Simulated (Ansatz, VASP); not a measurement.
Y2Te: VASP beside Ansatz

```
Y Te
1.0
     0.00000    3.58904    3.58904
     3.58904    0.00000    3.58904
     3.58904    3.58904    0.00000
Y Te
2 1
Direct
  0.25000 0.25000 0.25000
  0.75000 0.75000 0.75000
  0.00000 0.00000 0.00000
```

Alike in both runs: functional PBE; k mesh 4 × 4 × 4; occupations gaussian, width 0.1 eV; no spin polarisation.

Ansatz relaxed the structure, and its values are those at the end. VASP's run is a single point on that final structure, the one shown.

|  | VASP | Ansatz |
| --- | --- | --- |
| version | VASP 6.6.1 | Ansatz 0.2.0 |
| potentials or method | VASP PAW PBE potentials, release 64 (Y_sv, Te) | scalar-relativistic, plane waves, PAW |
| plane-wave cutoff (eV) | 520 | 420 |
| valence electrons in the cell | 28 | 38 |

```csv
,VASP,Ansatz,Ansatz less VASP
gap on the k mesh at the Fermi level (eV),none,none,-
pressure (GPa),-0.1,-0.1,+0.04
```

A gap of «none» marks a metal or a gap that the smearing closes. The two sets of potentials don't hold the same shells in valence.

Caveats: the k mesh is coarse (spacing up to 0.38 Å⁻¹), so the values aren't converged. Spin-orbit coupling is left out, which matters for the levels of Te.
